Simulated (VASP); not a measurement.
Here is the system:

```
PtTe2
1.0
    2.04365    -3.53971     0.00000
    2.04365     3.53971     0.00000
    0.00000     0.00000     5.38187
Te Pt
2 1
Direct
  0.33333   0.66667   0.25757
  0.66667   0.33333   0.74243
  0.00000   0.00000   0.00000
```

All values below come from optB88-vdW, VASP's PBE PAW potentials (set 64) (plane waves; VASP). Run with 520 eV cut-off, 10×10×7 Γ-centred mesh, tetrahedra with Blöchl corrections, potentials Te Pt.

Unless said otherwise, spin-orbit coupling is left out, though it shifts the bands of the heavy elements here.

Question: Tabulate the total density of states (states/eV per cell) against energy (eV; zero at the valence-band maximum or, without a gap, the Fermi level).

Answer: 
```json
[
 {"E (eV)": "-9.99", "DOS (states/eV)": "0.00"},
 {"E (eV)": "-9.65", "DOS (states/eV)": "0.00"},
 {"E (eV)": "-9.31", "DOS (states/eV)": "0.00"},
 {"E (eV)": "-8.97", "DOS (states/eV)": "0.00"},
 {"E (eV)": "-8.63", "DOS (states/eV)": "0.00"},
 {"E (eV)": "-8.29", "DOS (states/eV)": "0.00"},
 {"E (eV)": "-7.95", "DOS (states/eV)": "0.00"},
 {"E (eV)": "-7.61", "DOS (states/eV)": "0.00"},
 {"E (eV)": "-7.28", "DOS (states/eV)": "0.00"},
 {"E (eV)": "-6.94", "DOS (states/eV)": "0.00"},
 {"E (eV)": "-6.48", "DOS (states/eV)": "0.70"},
 {"E (eV)": "-6.14", "DOS (states/eV)": "2.37"},
 {"E (eV)": "-5.81", "DOS (states/eV)": "2.61"},
 {"E (eV)": "-5.47", "DOS (states/eV)": "2.71"},
 {"E (eV)": "-5.13", "DOS (states/eV)": "5.10"},
 {"E (eV)": "-4.79", "DOS (states/eV)": "4.96"},
 {"E (eV)": "-4.45", "DOS (states/eV)": "1.18"},
 {"E (eV)": "-4.11", "DOS (states/eV)": "3.80"},
 {"E (eV)": "-3.77", "DOS (states/eV)": "6.04"},
 {"E (eV)": "-3.43", "DOS (states/eV)": "0.93"},
 {"E (eV)": "-3.09", "DOS (states/eV)": "4.22"},
 {"E (eV)": "-2.75", "DOS (states/eV)": "2.68"},
 {"E (eV)": "-2.42", "DOS (states/eV)": "3.04"},
 {"E (eV)": "-2.08", "DOS (states/eV)": "2.30"},
 {"E (eV)": "-1.74", "DOS (states/eV)": "2.74"},
 {"E (eV)": "-1.40", "DOS (states/eV)": "2.10"},
 {"E (eV)": "-1.06", "DOS (states/eV)": "1.79"},
 {"E (eV)": "-0.72", "DOS (states/eV)": "1.03"},
 {"E (eV)": "-0.38", "DOS (states/eV)": "0.62"},
 {"E (eV)": "-0.04", "DOS (states/eV)": "1.10"},
 {"E (eV)": "0.41", "DOS (states/eV)": "1.75"},
 {"E (eV)": "0.75", "DOS (states/eV)": "1.85"},
 {"E (eV)": "1.09", "DOS (states/eV)": "2.08"},
 {"E (eV)": "1.43", "DOS (states/eV)": "2.52"},
 {"E (eV)": "1.77", "DOS (states/eV)": "2.00"},
 {"E (eV)": "2.11", "DOS (states/eV)": "0.33"},
 {"E (eV)": "2.44", "DOS (states/eV)": "0.00"},
 {"E (eV)": "2.78", "DOS (states/eV)": "0.07"},
 {"E (eV)": "3.12", "DOS (states/eV)": "0.58"},
 {"E (eV)": "3.46", "DOS (states/eV)": "1.69"}
]
```
Within 2 eV below the Fermi level the largest weight inside VASP's projection spheres is Te p, then Pt d.

The compound is PtTe2 in the 1T layered structure. It was relaxed first, which changed the volume by +6 %.
